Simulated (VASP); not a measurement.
Output of a VASP run:

OSZICAR:
```
       N       E                     dE             d eps       ncg     rms          rms(c)
DAV:   1     0.142425303442E+04    0.14243E+04   -0.57069E+04  8368   0.326E+03
DAV:   2    -0.797071388394E+01   -0.14322E+04   -0.13906E+04  5694   0.877E+02
DAV:   3    -0.193955328297E+03   -0.18598E+03   -0.17508E+03  5900   0.216E+02
DAV:   4    -0.205215788006E+03   -0.11260E+02   -0.11005E+02  6352   0.579E+01
DAV:   5    -0.205552170582E+03   -0.33638E+00   -0.33596E+00  6524   0.101E+01    0.309E+01
DAV:   6    -0.179419605379E+03    0.26133E+02   -0.37011E+01  5848   0.365E+01    0.883E+00
DAV:   7    -0.173110452593E+03    0.63092E+01   -0.29348E+00  6106   0.106E+01    0.426E+00
DAV:   8    -0.173937999610E+03   -0.82755E+00   -0.20299E+00  5764   0.573E+00    0.398E+00
DAV:   9    -0.173845844134E+03    0.92155E-01   -0.11916E+00  5710   0.439E+00    0.330E-01
DAV:  10    -0.174388090389E+03   -0.54225E+00   -0.42642E-01  5704   0.275E+00    0.662E-01
DAV:  11    -0.174334118634E+03    0.53972E-01   -0.35780E-02  6084   0.937E-01    0.534E-01
DAV:  12    -0.174370991624E+03   -0.36873E-01   -0.65793E-03  5798   0.354E-01    0.348E-01
DAV:  13    -0.174391791406E+03   -0.20800E-01   -0.10627E-02  6006   0.378E-01    0.835E-02
DAV:  14    -0.174392507368E+03   -0.71596E-03   -0.61157E-04  6738   0.105E-01    0.272E-02
DAV:  15    -0.174392586032E+03   -0.78664E-04   -0.54956E-05  6110   0.386E-02    0.189E-02
DAV:  16    -0.174392564631E+03    0.21400E-04   -0.16047E-04  5816   0.637E-02    0.220E-02
DAV:  17    -0.174392607434E+03   -0.42802E-04   -0.53495E-05  5756   0.340E-02    0.953E-03
DAV:  18    -0.174392633089E+03   -0.25655E-04   -0.83745E-06  6138   0.117E-02    0.253E-03
DAV:  19    -0.174392627556E+03    0.55327E-05   -0.21116E-06  5340   0.624E-03    0.978E-04
DAV:  20    -0.174392629236E+03   -0.16799E-05   -0.97125E-08  3652   0.165E-03    0.126E-03
DAV:  21    -0.174392627148E+03    0.20886E-05   -0.49137E-08  3040   0.128E-03    0.481E-04
DAV:  22    -0.174392628921E+03   -0.17738E-05   -0.20841E-08  2986   0.633E-04    0.166E-04
DAV:  23    -0.174392628226E+03    0.69563E-06   -0.32959E-09  2968   0.355E-04    0.971E-05
DAV:  24    -0.174392628401E+03   -0.17547E-06   -0.12624E-09  2956   0.185E-04    0.531E-05
DAV:  25    -0.174392628326E+03    0.74990E-07   -0.44529E-10  2926   0.122E-04
   1 F= -.17439263E+03 E0= -.17439263E+03  d E =0.000000E+00
       N       E                     dE             ncg
       N       E                     dE             ncg
```

OUTCAR:
```
------------------------ aborting loop because EDIFF is reached ----------------------------------------
  FORCE on cell =-STRESS in cart. coord.  units (eV):
  Direction    XX          YY          ZZ          XY          YZ          ZX
  --------------------------------------------------------------------------------------
  Total        0.0755490      0.0755490      0.1865657     -0.0000000      0.0000000      0.0000000
  in kB        1.0961070      1.0961069      2.7067974     -0.0000000      0.0000000      0.0000000
  external PRESSURE =       1.6330038 kB  Pullay stress =       0.0000000 kB
  volume of cell :      110.43
      direct lattice vectors                 reciprocal lattice vectors
     5.437402764  0.000000000  0.000000000     0.183911335  0.106181259  0.000000000
    -2.718701382  4.708928901  0.000000000     0.000000000  0.212362518  0.000000000
     0.000000000  0.000000000  4.312935192     0.000000000  0.000000000  0.231860660
 POSITION                                       TOTAL-FORCE (eV/Angst)
 -----------------------------------------------------------------------------------
      2.71870      1.56964      1.07823         0.000000     -0.000000      0.000000
     -0.00000      3.13929      3.23470         0.000000      0.000000      0.000000
      1.35935      0.78482      3.23470         0.011680      0.006743      0.000000
      1.35935      3.92411      1.07823        -0.011680     -0.006743      0.000000
     -0.00000      1.56964      1.07823        -0.000000      0.013487      0.000000
      2.71870      3.13929      3.23470         0.000000     -0.013487      0.000000
      4.07806      0.78482      3.23470        -0.011680      0.006743      0.000000
     -1.35935      3.92411      1.07823         0.011680     -0.006743      0.000000
 -----------------------------------------------------------------------------------
    total drift:                                0.001251     -0.000722      0.002261
  FREE ENERGIE OF THE ION-ELECTRON SYSTEM (eV)
  ---------------------------------------------------
  free  energy   TOTEN  =      -174.3926283263 eV

  energy  without entropy=     -174.3926283263  energy(sigma->0) =     -174.39262833

 total charge

# of ion       s       p       d       tot
------------------------------------------
    1        1.058   1.152  10.127  12.337
    2        1.058   1.152  10.127  12.337
    3        0.376   6.283   7.226  13.885
    4        0.376   6.283   7.226  13.885
    5        0.376   6.283   7.226  13.885
    6        0.376   6.283   7.226  13.885
    7        0.376   6.283   7.226  13.885
    8        0.376   6.283   7.226  13.885
--------------------------------------------------
tot          4.373  40.001  63.609 107.983
```
(Selected blocks of OUTCAR.)

**POSCAR**
```
GeRh3
1
    5.4374027637    -0.0000000000    -0.0000000000
   -2.7187013819     4.7089289005     0.0000000000
   -0.0000000000    -0.0000000000     4.3129351923
Ge Rh
2 6
Direct
  0.6666670000   0.3333330000   0.2500000000
  0.3333330000   0.6666670000   0.7500000000
  0.3333323361   0.1666661680   0.7500000000
  0.6666676639   0.8333338320   0.2500000000
  0.1666661680   0.3333323361   0.2500000000
  0.8333338320   0.6666676639   0.7500000000
  0.8333338320   0.1666661680   0.7500000000
  0.1666661680   0.8333338320   0.2500000000
```

Write an INCAR and KPOINTS that could have produced this output.

One answer among several that fit: the input of the run itself, r2SCAN meta-GGA, plane waves, VASP's PBE PAW potentials (set 64).

File KPOINTS_OPT:
```
k-points along high-symmetry lines
6
Line-mode
Reciprocal
  0.000000   0.000000   0.000000 ! GAMMA
  0.500000   0.000000   0.000000 ! M

  0.500000   0.000000   0.000000 ! M
  0.333333   0.333333   0.000000 ! K

  0.333333   0.333333   0.000000 ! K
  0.000000   0.000000   0.000000 ! GAMMA

  0.000000   0.000000   0.000000 ! GAMMA
  0.000000   0.000000   0.500000 ! A

  0.000000   0.000000   0.500000 ! A
  0.500000   0.000000   0.500000 ! L

  0.500000   0.000000   0.500000 ! L
  0.333333   0.333333   0.500000 ! H

  0.333333   0.333333   0.500000 ! H
  0.000000   0.000000   0.500000 ! A

  0.500000   0.000000   0.500000 ! L
  0.500000   0.000000   0.000000 ! M

  0.333333   0.333333   0.500000 ! H
  0.333333   0.333333   0.000000 ! K
```

INCAR:
```
SYSTEM = GeRh3
PREC = Accurate
ENCUT = 400
EDIFF = 1E-7
NELM = 100
ALGO = Normal
LREAL = .FALSE.
LASPH = .TRUE.
ISMEAR = -5
METAGGA = R2SCAN
LMIXTAU = .TRUE.
LMAXMIX = 4
LWAVE = .FALSE.
LCHARG = .FALSE.
LORBIT = 11
NEDOS = 601
ISIF = 2
LEFG = .TRUE.
```

KPOINTS:
```
Regular mesh
0
G
  7 7 8
0 0 0
```

POTCAR, in this order: Ge_d Rh_pv (PBE.64 set). Program: vasp_std.

For a metal the tetrahedron method with Blöchl corrections gives inexact stress and forces.

The structure comes from a computed database's GeRh3 entry (P6_3/mmc); how it stands against other phases isn't given here. It was relaxed first.
